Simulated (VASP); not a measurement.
# Cu2SeS with AM05: from relaxation to properties, part 4 of 8

Wanted: the relaxed cell of Cu2SeS and its properties. The cell is invented: it takes the structure of a Materials Project entry for Mg2SeS (space group 115 there), with some of its atoms replaced by other elements, volume scaled by an estimate. It may not be a known or stable phase. The atoms of the start are displaced at random from the sites of a P-4m2 cell.

VASP 6.6.1; AM05, no spin polarisation; plane waves and PAW (Se, Cu, S); invented cell.

Still holding for the runs below: This run has no spin polarisation, although Cu can carry a moment.

So far. Step 4 (Density, ELF and potential (AM05)): In this run the pressure is 0.07 GPa, with stress components up to 0.98 GPa and forces up to 0.024 eV/Å, so either the cell is not fully relaxed at these settings or the loop stopped before the stress settled. Step 5 (Bands along the symmetry lines (AM05)): There is no gap at this level.

### 6. Total and projected DOS (AM05)

Here the states are counted by energy and projected on the atoms. The mesh is finer than in the run before.

File INCAR:

```
SYSTEM = Cu2SeS
PREC = Accurate
ENCUT = 400
EDIFF = 1E-06
NELM = 100
ISMEAR = -5
SIGMA = 0.05
LREAL = .FALSE.
ALGO = Normal
GGA = AM
NBANDS = 31
LORBIT = 11
LWAVE = .FALSE.
LCHARG = .FALSE.
KPAR = 2
NEDOS = 2001
```

File POSCAR:

```
Cu2SeS
1.0
    3.7800495400      0.0000000000      0.0000000000
    0.0000000000      3.7800495400      0.0000000000
    0.0000000000      0.0000000000      5.1132423600
Se Cu S
1 2 1
Direct
    0.5000000000      0.5000000000      0.5000000000
    0.0000000000      0.5000000000      0.2271366280
    0.5000000000      0.0000000000      0.7728633720
    0.0000000000      0.0000000000      0.0000000000
```

File KPOINTS:

```
Automatic mesh
0
Gamma
9 9 7
0 0 0
```

Potentials, in the order of the species: Se, Cu and S (PBE family, release 64).

On the command line:

```bash
$ mpirun -np 2 vasp_std
```

Log:

```text
[... set-up lines as in an earlier step ...]
 entering main loop
       N       E                     dE             d eps       ncg     rms          rms(c)
DAV:   1     0.236807575241E+03    0.23681E+03   -0.11824E+04  3787   0.111E+03
DAV:   2     0.615461940695E+01   -0.23065E+03   -0.21034E+03  3888   0.267E+02
DAV:   3    -0.187859030963E+02   -0.24941E+02   -0.23437E+02  4559   0.961E+01
DAV:   4    -0.197564436966E+02   -0.97054E+00   -0.96529E+00  4681   0.192E+01
DAV:   5    -0.197878044892E+02   -0.31361E-01   -0.31396E-01  4868   0.341E+00    0.158E+01
DAV:   6    -0.200856702505E+02   -0.29787E+00   -0.27851E+01  4523   0.136E+02    0.129E+01
DAV:   7    -0.164648357206E+02    0.36208E+01   -0.93063E+00  4809   0.790E+01    0.373E+00
DAV:   8    -0.164891647513E+02   -0.24329E-01   -0.75407E-01  5972   0.139E+01    0.211E+00
DAV:   9    -0.164673760120E+02    0.21789E-01   -0.10024E-01  5916   0.595E+00    0.515E-01
DAV:  10    -0.164674569932E+02   -0.80981E-04   -0.57553E-03  5992   0.444E-01    0.267E-01
DAV:  11    -0.164674329310E+02    0.24062E-04   -0.44381E-04  5884   0.330E-01    0.657E-02
DAV:  12    -0.164674992445E+02   -0.66314E-04   -0.15102E-04  5757   0.168E-01    0.270E-02
DAV:  13    -0.164675013375E+02   -0.20930E-05   -0.11038E-05  5450   0.317E-02    0.206E-02
DAV:  14    -0.164675004961E+02    0.84146E-06   -0.21112E-06  4044   0.128E-02
   1 F= -.16467500E+02 E0= -.16467500E+02  d E =0.000000E+00
 -----------------------------------------------------------------------------
|                                                                             |
|           W    W    AA    RRRRR   N    N  II  N    N   GGGG   !!!           |
|           W    W   A  A   R    R  NN   N  II  NN   N  G    G  !!!           |
|           W    W  A    A  R    R  N N  N  II  N N  N  G       !!!           |
|           W WW W  AAAAAA  RRRRR   N  N N  II  N  N N  G  GGG   !            |
|           WW  WW  A    A  R   R   N   NN  II  N   NN  G    G                |
|           W    W  A    A  R    R  N    N  II  N    N   GGGG   !!!           |
|                                                                             |
|     Tetrahedron method does not include variations of the Fermi             |
|     occupations, so forces and stress will be inaccurate. We suggest        |
|     using a different smearing scheme ISMEAR = 1 or 2 for metals in         |
|     relaxations.                                                            |
|                                                                             |
 -----------------------------------------------------------------------------
```

Wall time 22 s (2 MPI ranks of Intel Xeon 6975P-C (Granite Rapids), shared host); peak memory 0.44 GiB; 41 s of CPU time.

Parts of OUTCAR (step 6):

```text
   k-points           NKPTS =     60   k-points in BZ     NKDIM =     60   number of bands    NBANDS=     31

   NELECT =      34.0000    total number of electrons

 E-fermi :   4.1952

 k-point     1 :       0.0000    0.0000    0.0000
  band No.  band energies     occupation
    ...
     11       1.6248      2.00000
     12       1.6957      2.00000
     13       1.9861      2.00000
     14       2.5769      2.00000
     15       2.5769      2.00000
     16       5.4586      0.00000
     17       5.4586      0.00000
     18       5.5652      0.00000
     19       7.3975      0.00000
     20       7.9977      0.00000
    ...

  Total       -0.1134800     -0.1134800      0.4681918      0.0000000      0.0000000      0.0000000
  in kB       -2.4885058     -2.4885058     10.2669876      0.0000000      0.0000000      0.0000000
  external PRESSURE =       1.7633253 kB  Pullay stress =       0.0000000 kB

 POSITION                                       TOTAL-FORCE (eV/Angst)
 -----------------------------------------------------------------------------------
      1.89002      1.89002      2.55662        -0.000000     -0.000000      0.000000
      0.00000      1.89002      1.16140         0.000000      0.000000     -0.019352
      1.89002      0.00000      3.95184        -0.000000      0.000000      0.019352
      0.00000      0.00000      0.00000        -0.000000      0.000000      0.000000
 -----------------------------------------------------------------------------------
    total drift:                                0.000000      0.000000      0.000000

  FREE ENERGIE OF THE ION-ELECTRON SYSTEM (eV)
  ---------------------------------------------------
  free  energy   TOTEN  =       -16.4675004961 eV

  energy  without entropy=      -16.4675004961  energy(sigma->0) =      -16.46750050

[... 6 parts as in an earlier step ...]

[... 10 further parts left out ...]
```

With tetrahedra the forces and stress of a metal are not exact derivatives of the energy.

This step gave:

| Quantity | Value |
| --- | --- |
| SCF cycles | 14 |
| irreducible k-points | 60 |
| free energy (TOTEN) | -16.47 eV |
| Fermi energy | 4.195 eV |
| pressure | 0.1763 GPa |
| DOS at the Fermi level | 3.489 states/eV/cell |

The density of states has structure finer than the step of the table below, so its rows give means over 0.5 eV, whole bins alone (the curve runs from -12.0 to 7.07 eV). Peaks (eV: height): total -5.19: 8.61, -4.31: 9.87, -3.94: 19.2, -3.79: 18.6, -2.75: 37.1, -2.58: 50.5, -2.31: 9.42; Cu d -3.94: 10.9, -3.79: 11.2, -2.75: 33.5, -2.58: 47.5, -2.31: 7.97; Se p -5.19: 0.991, -3.94: 3.02, -3.79: 3.00, -3.67: 2.55, 0.02: 0.763.

States under -12.0 eV and over 7.1 eV are left out. The density of states by energy, zero at the Fermi level; means over each step; values in states/eV/cell:

```tsv
energy (eV)	total	Cu d	Se p
-6.0	0	0	0
-5.5	2.78	0.333	0.279
-5.0	4.63	0.857	0.537
-4.5	4.09	1.68	0.251
-4.0	9.57	5.20	1.48
-3.5	3.64	2.02	0.561
-3.0	4.11	3.70	0.0134
-2.5	16.7	15.2	0.0751
-2.0	4.22	3.17	0.141
-1.5	3.48	2.07	0.246
-1.0	4.08	2.06	0.427
-0.5	3.76	1.62	0.505
0.0	2.98	1.12	0.579
0.5	1.80	0.655	0.371
1.0	0.650	0.234	0.139
1.5	0.00640	0.00228	0.00142
2.0	0	0	0
2.5	0	0	0
3.0	0	0	0
3.5	0.0205	0.00110	3.8e-4
4.0	0.253	0.0218	0.00503
4.5	1.01	0.0671	0.0233
5.0	2.64	0.153	0.0712
5.5	3.04	0.183	0.104
6.0	2.02	0.131	0.0928
6.5	2.18	0.135	0.127
```

The finer mesh and the other smearing move the Fermi level by -0.00 eV from the 6×6×5 run, a small shift, which tests the Fermi level alone. Of the states within 0.3 eV of the Fermi level, the largest shares in the PAW spheres are Cu d 38 % and Se p 19 %. The rest lies in smaller channels or between the spheres.

(Part 4 of 8 ends here.)

[Lines on the potential files, build, host, timing and source positions are cut from VASP's logs without a mark.]

[Logs are printed without paths, hosts, clocks, repeated set-up lines and the standing remarks that a program may print on its own settings, such as how far it seeks lower states.]

[Hosts, paths, dates, database ids (printed as entryN), source tags and the programs' standing remarks are cut or masked in the printed files.]

[A measured line is paired with the nearest computed mode of its activity, which favours agreement.]
